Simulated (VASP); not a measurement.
An input for Quantum ESPRESSO's pw.x (written as the equivalent of a VASP run, and not itself run):

```
&CONTROL
  calculation = 'scf'
  pseudo_dir = './pseudo'
  outdir = './out'
  tprnfor = .true.
  tstress = .true.
/
&SYSTEM
  ibrav = 0
  nat = 8
  ntyp = 3
  ecutwfc = 88
  occupations = 'tetrahedra'
  input_dft = 'pbesol'
/
&ELECTRONS
  conv_thr = 7.3e-09
  electron_maxstep = 100
/
ATOMIC_SPECIES
  Be 9.012 Be.upf
  Te 127.600 Te.upf
  S 32.060 S.upf
CELL_PARAMETERS angstrom
     0.0000000    2.7220733    2.7220733
     2.7220733    0.0000000    2.7220733
    10.8612908   10.8612908    0.0270024
ATOMIC_POSITIONS crystal
  Be   0.0266670  0.0266670  0.9799997
  Be   0.0080384  0.0080384  0.2439712
  Be   0.9925859  0.9925859  0.5055605
  Be   0.9749033  0.9749033  0.7688225
  Te   0.2651548  0.2651548  0.0511339
  Te   0.2498623  0.2498623  0.3126033
  Te   0.2342249  0.2342249  0.5743313
  S    0.2485633  0.2485633  0.8135775
K_POINTS automatic
  8 8 2 0 0 0
```

### Question
Translate this input to VASP (INCAR, KPOINTS, POSCAR, choice of POTCAR).

### Answer
This is not unique; one that fits is 
INCAR:
```
SYSTEM  =  Be4STe3
PREC  =  Accurate; ENCUT  =  400; LREAL  =  F
LASPH  =  T
EDIFF  =  1E-7; NELM  =  100; ALGO  =  Normal
LMAXMIX  =  4
ISMEAR  =  -5
GGA  =  PS
ISIF  =  2
LWAVE  =  F; LCHARG  =  T; LORBIT  =  11
NEDOS  =  601
LEFG  =  T
```

File POSCAR:
```
Be4STe3
1.0
  0.0000000000   2.7220732977   2.7220732977
  2.7220732977   0.0000000000   2.7220732977
 10.8612907530  10.8612907530   0.0270024382
Be Te S
4 3 1
direct
  0.0266670024   0.0266670024   0.9799997482
  0.0080383557   0.0080383557   0.2439712332
  0.9925859412   0.9925859412   0.5055605442
  0.9749033318   0.9749033318   0.7688225011
  0.2651547775   0.2651547775   0.0511339169
  0.2498623208   0.2498623208   0.3126032594
  0.2342249302   0.2342249302   0.5743313024
  0.2485633404   0.2485633404   0.8135774947
```

KPOINTS:
```
Automatic mesh
0
G
  8 8 2
```

POTCAR, in this order: Be Te S (PBE.64 set). Program: vasp_std.

Limits of the translation: the potentials are each code's own (VASP's PAW set, PseudoDojo norm-conserving files in pw.x), so ENCUT and ecutwfc are chosen apart and not converted; conv_thr bounds pw.x's estimated SCF error, while EDIFF bounds the energy change between steps; the field gradients of LEFG aren't asked of the other code.

The structure was generated: Be4STe3 was put into an ordered model structure (R3m), which need not be its known phase. It was relaxed first.
